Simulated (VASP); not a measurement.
Data:

```
TiB2
1.0
    1.49400    -2.58769     0.00000
    1.49400     2.58769     0.00000
    0.00000     0.00000     3.13838
Ti B
1 2
Cartesian
  0.00000   0.00000   0.00000
  1.49400   0.86257   1.56919
  1.49400  -0.86257   1.56919
```

These are PBEsol GGA, VASP's PBE PAW potentials (set 64) (plane waves; VASP) values and carry that method's errors. Settings: 620 eV cut-off, 12×12×10 Γ-centred mesh, first-order Methfessel-Paxton smearing of 0.10 eV, potentials Ti_sv B.

Energy and stress use the plane-wave basis of the starting cell.

Question: The ions, cell shape and volume at an external pressure of 20.0 GPa are relaxed. Which structure does the run end with?

Answer: 
```
TiB2
1.0
    1.48030    -2.56396     0.00000
    1.48030     2.56396     0.00000
    0.00000     0.00000     3.09685
Ti B
1 2
Cartesian
  0.00000   0.00000   0.00000
  1.48030   0.85465   1.54842
  1.48030  -0.85465   1.54842
```
Space group P6/mmm (191), at a tolerance of 0.03 Å.

Question: How do energy and volume change from the first to the last step?

Answer: The energy (σ→0) changes by +23.5 meV/atom and the volume by -3.1 %, in 5 ionic steps.

The compound is TiB2 in the AlB2 type structure. This run relaxes it under an external pressure of 20 GPa. Symmetry was kept, so distortions that lower it aren't found.
